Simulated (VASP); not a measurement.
Data:

```
CoGe
1.0
    2.86997     0.00000     0.00000
    0.00000     2.86997     0.00000
    0.00000     0.00000     2.86997
Co Ge
1 1
Direct
  0.00000   0.00000   0.00000
  0.50000   0.50000   0.50000
```
Starting moments (μB, in the order of the record's atoms Co Ge): 3.0 0.0.

Calculation: PBEsol GGA, VASP's PBE PAW potentials (set 64) (plane waves; VASP). Run with 400 eV cut-off, 11×11×11 Γ-centred mesh, first-order Methfessel-Paxton smearing of 0.10 eV, potentials Co Ge_d.

Question: The ions, cell shape and volume are relaxed. What does this cell relax into?

Answer: 
```
CoGe
1.0
    2.87971     0.00000     0.00000
    0.00000     2.87971     0.00000
    0.00000     0.00000     2.87971
Co Ge
1 1
Direct
  0.00000   0.00000   0.00000
  0.50000   0.50000   0.50000
```
Space group Pm-3m (221), at a tolerance of 0.03 Å. The cell ends with 0.71 μB, on the sites 0.72 0.00 μB.

Question: How do energy and volume change from the first to the last step?

Answer: The energy (σ→0) changes by -0.7 meV/atom and the volume by +1.0 %, in 6 ionic steps.

```csv
step,E(σ→0) (eV),max force (eV/Å),pressure (GPa),volume (Å³)
1,-12.8945,0.000,1.60,23.64
2,-12.8955,0.000,-0.82,24.04
3,-12.8959,0.000,-0.44,23.90
4,-12.8958,0.000,0.18,23.84
5,-12.8958,0.000,0.23,23.86
6,-12.8958,0.000,0.10,23.88
```

The structure was generated: CoGe was put into the CsCl type (Pm-3m), which need not be its known phase. This run relaxes it. Symmetry was kept, so distortions that lower it aren't found.
